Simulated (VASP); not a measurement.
Computed with vdW-DF2, VASP's PBE PAW potentials (set 64) (plane waves; VASP).

Input for VASP

INCAR:
```
AGGAC = 0.0
ALGO = Normal
EDIFF = 1E-7
EDIFFG = -0.01
ENCUT = 520
GGA = ML
IBRION = 2
ISIF = 4
ISMEAR = 0
LASPH = T
LCHARG = F
LMAXMIX = 4
LREAL = F
LUSE_VDW = T
LWAVE = F
NELM = 100
NSW = 30
PREC = Accurate
SIGMA = 0.05
SYSTEM = ZnO
ZAB_VDW = -1.8867
```

### POSCAR
```
ZnO
1.0
  1.6517763200  -2.8609609770   0.0000000000
  1.6517763200   2.8609609770   0.0000000000
  0.0000000000   0.0000000000   5.3514159137
Zn O
2 2
direct
  0.6666670000   0.3333330000   0.5018901245
  0.3333330000   0.6666670000   0.0018901245
  0.6666670000   0.3333330000   0.8801098755
  0.3333330000   0.6666670000   0.3801098755
```

File KPOINTS:
```
Automatic mesh
0
Gamma
8 8 4
0 0 0
```

POTCAR, in this order: Zn O (PBE.64 set). Program: vasp_std.

**Question.** Predict the energy per atom (σ→0).

**Answer.** 
```
Quantity                        Value
---------------------  --------------
energy per atom (σ→0)  -2.021 eV/atom
```

OSZICAR:
```
...
   1 F= -.80857392E+01 E0= -.80857392E+01  d E =-.808574E+01
       N       E                     dE             d eps       ncg     rms          rms(c)
DAV:   1    -0.808574355867E+01   -0.43126E-05   -0.74118E-03  1320   0.691E-01    0.229E-02
DAV:   2    -0.808575922092E+01   -0.15662E-04   -0.20832E-04  1476   0.141E-01    0.136E-02
DAV:   3    -0.808575679034E+01    0.24306E-05   -0.20574E-06  1620   0.202E-02    0.696E-03
DAV:   4    -0.808575612099E+01    0.66935E-06   -0.18263E-06  1598   0.188E-02    0.893E-04
DAV:   5    -0.808575619587E+01   -0.74876E-07   -0.73057E-07  1314   0.945E-03
   2 F= -.80857562E+01 E0= -.80857562E+01  d E =-.169837E-04
```

The compound is ZnO in the wurtzite structure. This cell is one point of a volume scan, at 0.97 of the reference volume. Symmetry was kept, so distortions that lower it aren't found.
